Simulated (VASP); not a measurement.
An input for Quantum ESPRESSO's pw.x (written as the equivalent of a VASP run, and not itself run):

```
&CONTROL
  calculation = 'vc-relax'
  pseudo_dir = './pseudo'
  outdir = './out'
  tprnfor = .true.
  tstress = .true.
  nstep = 60
  forc_conv_thr = 0.00078
/
&SYSTEM
  ibrav = 0
  nat = 3
  ntyp = 2
  ecutwfc = 84
  occupations = 'smearing'
  smearing = 'gaussian'
  degauss = 0.003675
  input_dft = 'pbe'
  vdw_corr = 'grimme-d3'
  dftd3_version = 4
  dftd3_threebody = .false.
/
&ELECTRONS
  conv_thr = 7.3e-08
  electron_maxstep = 100
/
&IONS
/
&CELL
/
ATOMIC_SPECIES
  Li 6.940 Li.upf
  O 15.999 O.upf
CELL_PARAMETERS angstrom
     0.0000000    2.2666957    2.2666957
     2.2666957    0.0000000    2.2666957
     2.2666957    2.2666957   -0.0000000
ATOMIC_POSITIONS crystal
  Li   0.2500000  0.2500000  0.2500000
  Li   0.7500000  0.7500000  0.7500000
  O    0.0000000  0.0000000  0.0000000
K_POINTS automatic
  8 8 8 0 0 0
```

Write the VASP files for the same calculation (PBE-D3(BJ)).

One answer among several that fit: 
### KPOINTS
```
Automatic mesh
0
Gamma
8 8 8
0 0 0
```

### POSCAR
```
Li2O
1.0
  0.0000000000   2.2666957412   2.2666957412
  2.2666957412   0.0000000000   2.2666957412
  2.2666957412   2.2666957412   0.0000000000
Li O
2 1
Direct
  0.2500000000   0.2500000000   0.2500000000
  0.7500000000   0.7500000000   0.7500000000
  0.0000000000   0.0000000000   0.0000000000
```

**INCAR**
```
# general
SYSTEM = Li2O
PREC   = Accurate
ENCUT  = 520   # plane-wave cut-off (eV)
LREAL  = .FALSE.   # projection in real space or not
LASPH  = .TRUE.

# electronic loop
EDIFF  = 1E-6   # SCF stop (eV)
NELM   = 100   # most electronic steps
ALGO   = Normal

# smearing
ISMEAR = 0   # Gaussian
SIGMA  = 0.05   # width (eV)

# functional
GGA    = PE
IVDW   = 12

# ions
IBRION = 2
NSW    = 60   # most ionic steps
ISIF   = 3   # ions, shape and volume
EDIFFG = -0.02   # ionic stop

# output
LWAVE  = .FALSE.
LCHARG = .FALSE.
```

POTCAR, in this order: Li_sv O (PBE.64 set). Program: vasp_std.

Limits of the translation: the potentials are each code's own (VASP's PAW set, PseudoDojo norm-conserving files in pw.x), so ENCUT and ecutwfc are chosen apart and not converted; conv_thr bounds pw.x's estimated SCF error, while EDIFF bounds the energy change between steps; forc_conv_thr acts on force components and is met together with etot_conv_thr.

The compound is Li2O in the antifluorite structure. It was relaxed first, which changed the volume by -6 %. The start is the result of an earlier pass.
